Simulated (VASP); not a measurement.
Consider the following.

```
GaN
1.0
    1.50457    -2.60600     0.00000
    1.50457     2.60600     0.00000
    0.00000     0.00000     4.90474
Ga N
2 2
Direct
  0.66667   0.33333   0.50044
  0.33333   0.66667   0.00044
  0.66667   0.33333   0.87656
  0.33333   0.66667   0.37656
```

Method: PBEsol GGA, VASP's PBE PAW potentials (set 64) (plane waves; VASP). Numerical set-up: 620 eV cut-off, 8×8×5 Γ-centred mesh, Gaussian smearing of 0.050 eV, potentials Ga_d N.

**Question.** Estimate the energy per atom (σ→0), pressure.

**Answer.** 
```
Item                            Value
---------------------  --------------
energy per atom (σ→0)  -6.356 eV/atom
pressure                   448.9 kbar
```

The absolute energy has meaning only against runs of the same code, potentials and settings.

The compound is GaN in the wurtzite structure. It was relaxed first under an external pressure of 45 GPa.
